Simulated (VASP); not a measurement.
Output of a VASP run:

File OSZICAR:
```
       N       E                     dE             d eps       ncg     rms          rms(c)
DAV:   1     0.179938464978E+03    0.17994E+03   -0.12122E+04  4344   0.124E+03
DAV:   2    -0.593681949491E+01   -0.18588E+03   -0.18440E+03  5376   0.371E+02
DAV:   3    -0.187396256524E+02   -0.12803E+02   -0.12768E+02  8248   0.698E+01
DAV:   4    -0.189408190620E+02   -0.20119E+00   -0.20115E+00  4808   0.100E+01
DAV:   5    -0.189449423337E+02   -0.41233E-02   -0.41231E-02  6560   0.104E+00    0.161E+01
DAV:   6    -0.182889970868E+02    0.65595E+00   -0.99745E-01  4456   0.873E+00    0.649E+00
DAV:   7    -0.181564615759E+02    0.13254E+00   -0.66610E-01  6296   0.612E+00    0.115E+00
DAV:   8    -0.181603022051E+02   -0.38406E-02   -0.36600E-02  5768   0.169E+00    0.303E-01
DAV:   9    -0.181606187546E+02   -0.31655E-03   -0.16758E-03  5376   0.426E-01    0.332E-02
DAV:  10    -0.181605794511E+02    0.39304E-04   -0.42748E-05  6512   0.415E-02    0.240E-02
DAV:  11    -0.181605773672E+02    0.20839E-05   -0.86434E-06  4704   0.383E-02    0.284E-03
DAV:  12    -0.181605775616E+02   -0.19438E-06   -0.30317E-07  4536   0.406E-03    0.220E-03
DAV:  13    -0.181605773682E+02    0.19341E-06   -0.35418E-08  2920   0.190E-03    0.772E-04
DAV:  14    -0.181605772961E+02    0.72077E-07   -0.11807E-08  2840   0.124E-03
   1 F= -.18160577E+02 E0= -.18160577E+02  d E =0.000000E+00
```

**OUTCAR**
```
------------------------ aborting loop because EDIFF is reached ----------------------------------------
  FORCE on cell =-STRESS in cart. coord.  units (eV):
  Direction    XX          YY          ZZ          XY          YZ          ZX
  --------------------------------------------------------------------------------------
  Total        0.0083645      0.0083645     -0.0565362      0.0000000      0.0000000      0.0000000
  in kB        0.2986529      0.2986529     -2.0186217      0.0000000      0.0000000      0.0000000
  external PRESSURE =      -0.4737719 kB  Pullay stress =       0.0000000 kB
  volume of cell :       44.87
      direct lattice vectors                 reciprocal lattice vectors
     1.589770923 -2.753563958  0.000000000     0.314510722 -0.181582853  0.000000000
     1.589770923  2.753563958  0.000000000     0.314510722  0.181582853  0.000000000
     0.000000000  0.000000000  5.125334068     0.000000000  0.000000000  0.195109233
 POSITION                                       TOTAL-FORCE (eV/Angst)
 -----------------------------------------------------------------------------------
      1.58977      0.91786      1.28133        -0.000000      0.000000      0.000000
      1.58977     -0.91786      3.84400         0.000000     -0.000000      0.000000
 -----------------------------------------------------------------------------------
    total drift:                                0.000133      0.001122     -0.000019
  FREE ENERGIE OF THE ION-ELECTRON SYSTEM (eV)
  ---------------------------------------------------
  free  energy   TOTEN  =       -18.1605772961 eV

  energy  without entropy=      -18.1605772961  energy(sigma->0) =      -18.16057730

 total charge

# of ion       s       p       d       tot
------------------------------------------
    1        2.241   5.958   1.668   9.867
    2        2.241   5.958   1.668   9.867
--------------------------------------------------
tot          4.482  11.915   3.336  19.734
```
(Selected blocks of OUTCAR.)

File POSCAR:
```
Zr
1
    1.5897709225    -2.7535639584     0.0000000000
    1.5897709225     2.7535639584     0.0000000000
    0.0000000000     0.0000000000     5.1253340679
Zr
2
Direct
  0.3333330000   0.6666670000   0.2500000000
  0.6666670000   0.3333330000   0.7500000000
```

Task: Write an INCAR and KPOINTS that could have produced this output.

Result: This is not unique; one that fits is the input of the run itself, PBEsol GGA, plane waves, VASP's PBE PAW potentials (set 64).

### KPOINTS
```
Automatic mesh
0
Gamma
15 15 8
0 0 0
```

**INCAR**
```
! general
SYSTEM  = Zr
PREC    = Accurate
ENCUT   = 400
LREAL   = .FALSE.
LASPH   = .TRUE.

! electronic loop
EDIFF   = 1E-7
NELM    = 100
ALGO    = Normal
LMAXMIX = 4

! smearing
ISMEAR  = -5

! functional
GGA     = PS

! ions
ISIF    = 2

! output
LWAVE   = .FALSE.
LCHARG  = .TRUE.
LORBIT  = 11
NEDOS   = 601
```

POTCAR, in this order: Zr_sv (PBE.64 set). Program: vasp_std.

For a metal the tetrahedron method with Blöchl corrections gives inexact stress and forces.

The compound is Zr in the hcp structure. It was relaxed first.
